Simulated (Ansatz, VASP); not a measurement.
**Zr3PbW3: VASP beside Ansatz**

The input INCAR:

```
  PREC = Accurate
  ENCUT = 600
  EDIFF = 1E-6
  ISMEAR = 0
  SIGMA = 0.1
  LREAL = False
  LASPH = True
  NELM = 100
  ALGO = Normal
  ISIF = 3
  LWAVE = False
  LCHARG = False
  GGA = PE
  IBRION = 2
  NSW = 100
  EDIFFG = -0.01
```

Contents of KPOINTS:

```
regular mesh
0
Gamma
  8 8 8
```

The input POSCAR:

```
Zr3PbW3
1.0
    5.5255811052      0.0000000000      0.0000000000
    0.0000000000      5.5255811052      0.0000000000
    0.0000000000      0.0000000000      5.5255811052
Zr Pb W
3 1 3
Direct
    0.5000000000      0.5000000000      0.0000000000
    0.0000000000      0.5000000000      0.5000000000
    0.5000000000      0.0000000000      0.5000000000
    0.5000000000      0.5000000000      0.5000000000
    0.5000000000      0.0000000000      0.0000000000
    0.0000000000      0.5000000000      0.0000000000
    0.0000000000      0.0000000000      0.5000000000
```

Input for Ansatz:

```yaml
crystal:
  lattice:
    - [5.5255811052, 0.0, 0.0]
    - [0.0, 5.5255811052, 0.0]
    - [0.0, 0.0, 5.5255811052]
  atoms:
    - { symbol: Zr, position: [0.5, 0.5, 0.0] }
    - { symbol: Zr, position: [0.0, 0.5, 0.5] }
    - { symbol: Zr, position: [0.5, 0.0, 0.5] }
    - { symbol: Pb, position: [0.5, 0.5, 0.5] }
    - { symbol: W, position: [0.5, 0.0, 0.0] }
    - { symbol: W, position: [0.0, 0.5, 0.0] }
    - { symbol: W, position: [0.0, 0.0, 0.5] }
basis:
  ecutwfc: 420
kpoints:
  mp_grid: { grid: [8, 8, 8] }
hamiltonian:
  xc: pbe
scf:
  occupations: { method: gaussian, width: 0.1 }
output:
  forces: true
  stress: true
  eigenvalues: true
  write_density: true
  write_potential: true
  elf: true
  volumetric_format: npy
relax:
  adjacent_minimum: "off"
  f_tol: 0.01
  max_steps: 80
  cell: { stress_tol: 0.05 }
```

Change from the starting cell: species swapped into the La3GaBr3 type (Pm-3m, No. 221).

Alike in both runs: task relaxation of cell and atoms; functional PBE; k mesh 8 × 8 × 8; occupations gaussian, width 0.1 eV; no spin polarisation.

|  | VASP | Ansatz |
| --- | --- | --- |
| version | VASP 6.6.1 | Ansatz 0.2.0 |
| potentials or method | VASP PAW PBE potentials, release 64 (Zr_sv, Pb_d, W_sv) | scalar-relativistic, plane waves, PAW |
| plane-wave cutoff (eV) | 600 | 420 |
| valence electrons in the cell | 92 | 92 |

Ansatz gave:

| Quantity | Value |
| --- | --- |
| gap on the k mesh at the Fermi level, each at its own relaxed structure (eV) | none |
| relaxed volume (Å³/atom) | 23.95 |
| relaxed cell length with the largest relative difference (Å) | 5.514 |

What did VASP give for the same quantities?

gap on the k mesh at the Fermi level, each at its own relaxed structure (eV): none; relaxed volume (Å³/atom): 23.98; relaxed cell length with the largest relative difference (Å): 5.517.

A gap of «none» marks a metal or a gap that the smearing closes.

The runs have no spin-orbit coupling, so splittings on Pb, W are missing.
